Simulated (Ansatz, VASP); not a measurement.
## Two plane-wave programs on Ga2AsN

Contents of INCAR:

```
SYSTEM = Ga2AsN
PREC = Accurate ; ENCUT = 520
EDIFF = 1E-7 ; ISMEAR = -1
SIGMA = 0.02 ; LREAL = .False.
LASPH = .True. ; NELM = 100
ALGO = Normal ; ISIF = 2
LWAVE = .False. ; LCHARG = .True.
GGA = PE ; LELF = .True.
LVHAR = .True. ; NBANDS = 26
```

The input KPOINTS:

```
Automatic mesh
0
Gamma
  8 8 6
  0 0 0
```

POSCAR

```
Ga2AsN
1.0
    3.7127713437      0.0000000000      0.0000000000
    0.0000000000      3.7127713437      0.0000000000
    0.0000000000      0.0000000000      4.9127607697
N Ga As
1 2 1
Direct
    0.0000000000      0.0000000000      0.0000000000
    0.0000000000      0.5000000000      0.8031640369
    0.5000000000      0.0000000000      0.1968359631
    0.5000000000      0.5000000000      0.5000000000
```

Input for Ansatz:

```yaml
crystal:
  lattice:
    - [3.7127713437, 0.0, 0.0]
    - [0.0, 3.7127713437, 0.0]
    - [0.0, 0.0, 4.9127607697]
  atoms:
    - { symbol: "N", position: [0.0, 0.0, 0.0] }
    - { symbol: Ga, position: [0.0, 0.5, 0.8031640369] }
    - { symbol: As, position: [0.5, 0.5, 0.5] }
    - { symbol: Ga, position: [0.5, 0.0, 0.1968359631] }
kpoints:
  mp_grid: { grid: [8, 8, 6] }
  band_path:
    path:
      - [0.0, 0.0, 0.0]
      - [0.0, 0.5, 0.0]
      - [0.5, 0.5, 0.0]
      - [0.0, 0.0, 0.5]
      - [0.0, 0.5, 0.5]
      - [0.5, 0.5, 0.5]
      - [0.05, 0.05, 0.0]
    npoints: 1
hamiltonian:
  xc: pbe
scf:
  occupations: { method: fermi_dirac, width: 0.02 }
  n_extra_bands: 5
output:
  forces: true
  stress: true
  eigenvalues: true
```

Change from the starting cell: epitaxial_xy strain +3.0%.

Alike in both runs: task single point; functional PBE; k mesh 8 × 8 × 6; occupations fermi-dirac, width 0.02 eV; no spin polarisation.

```csv
,VASP,Ansatz
version,VASP 6.6.1,Ansatz 0.2.0
potentials or method,"VASP PAW PBE potentials, release 64 (N, Ga_d, As)","plane waves, PAW"
plane-wave cutoff (eV),520,420
valence electrons in the cell,36,46
```

Ansatz gave:

| Quantity | Value |
| --- | --- |
| pressure (GPa) | 0.7 |
| largest component of the traceless stress (GPa) | 3.03 |
| rms of the force components (eV/Å) | 0.036 |

Question: Estimate VASP's values.

Answer: Pressure (GPa): 0.9; largest component of the traceless stress (GPa): 3.00; rms of the force components (eV/Å): 0.036.

The two sets of potentials don't hold the same shells in valence.
